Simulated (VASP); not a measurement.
Here is the system:

```yaml
crystal:
  lattice:
    - [6.50546, 0.00000, 0.00000]
    - [0.00000, 6.50546, 0.00000]
    - [0.00000, 0.00000, 6.50546]
  atoms:
    - { symbol: Cd, position: [0.00000, 0.00000, 0.00000] }
    - { symbol: Hg, position: [0.00000, 0.50000, 0.50000] }
    - { symbol: Hg, position: [0.50000, 0.00000, 0.50000] }
    - { symbol: Hg, position: [0.50000, 0.50000, 0.00000] }
    - { symbol: Te, position: [0.24971, 0.24971, 0.24971] }
    - { symbol: Te, position: [0.24971, 0.75029, 0.75029] }
    - { symbol: Te, position: [0.75029, 0.75029, 0.24971] }
    - { symbol: Te, position: [0.75029, 0.24971, 0.75029] }
```

Calculation: PBEsol GGA, VASP's PBE PAW potentials (set 64) (plane waves; VASP). Settings: 400 eV cut-off, 6×6×6 Γ-centred mesh, tetrahedra with Blöchl corrections, potentials Cd Hg Te.

Unless said otherwise, spin-orbit coupling is left out, though it shifts the bands of the heavy elements here.

Problem. Predict the energy per atom (σ→0), band gap (on the k-mesh) with the smallest direct gap where there is one.

Solution. 
band gap (on the k-mesh): none (metal, semimetal or under 0.01 eV)
energy per atom (σ→0): -2.325 eV/atom

Only differences to runs with the same potentials and settings are physical.

The structure comes from a computed database's CdHg3Te4 entry (P-43m); how it stands against other phases isn't given here. It was relaxed first.
